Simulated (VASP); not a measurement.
An input for Quantum ESPRESSO's pw.x (written as the equivalent of a VASP run, and not itself run):

```
&CONTROL
  calculation = 'scf'
  pseudo_dir = './pseudo'
  outdir = './out'
  tprnfor = .true.
  tstress = .true.
/
&SYSTEM
  ibrav = 0
  nat = 2
  ntyp = 2
  ecutwfc = 86
  occupations = 'smearing'
  smearing = 'gaussian'
  degauss = 0.003675
  input_dft = 'vdw-df-cx'
/
&ELECTRONS
  conv_thr = 7.3e-09
  electron_maxstep = 100
/
ATOMIC_SPECIES
  Ca 40.078 Ca.upf
  Se 78.971 Se.upf
CELL_PARAMETERS angstrom
     0.0000000    2.9169347    2.9169347
     2.9169347    0.0000000    2.9169347
     2.9169347    2.9169347    0.0000000
ATOMIC_POSITIONS crystal
  Ca   0.0000000  0.0000000  0.0000000
  Se   0.5000000  0.5000000  0.5000000
K_POINTS automatic
  8 8 8 0 0 0
```

**Question.** Write the VASP files for the same calculation (vdW-DF-cx).

**Answer.** This is not unique; one that fits is 
**KPOINTS**
```
Automatic mesh
0
Gamma
8 8 8
0 0 0
```

### INCAR
```
SYSTEM = CaSe
PREC = Accurate
ENCUT = 520
EDIFF = 1E-7
NELM = 100
ALGO = Normal
LREAL = .FALSE.
LASPH = .TRUE.
ISMEAR = 0
SIGMA = 0.05
GGA = CX
LUSE_VDW = .TRUE.
AGGAC = 0.0
LMAXMIX = 4
LWAVE = .FALSE.
LCHARG = .FALSE.
ISIF = 2
```

POSCAR:
```
CaSe
1
    0.0000000000     2.9169346836     2.9169346836
    2.9169346836     0.0000000000     2.9169346836
    2.9169346836     2.9169346836     0.0000000000
Ca Se
1 1
Direct
  0.0000000000   0.0000000000   0.0000000000
  0.5000000000   0.5000000000   0.5000000000
```

POTCAR, in this order: Ca_sv Se (PBE.64 set). Program: vasp_std.

What does not carry over: the potentials are each code's own (VASP's PAW set, PseudoDojo norm-conserving files in pw.x), so ENCUT and ecutwfc are chosen apart and not converted; conv_thr bounds pw.x's estimated SCF error, while EDIFF bounds the energy change between steps.

The compound is CaSe in the rock salt structure. This cell is one point of a volume scan, at 0.97 of the reference volume.
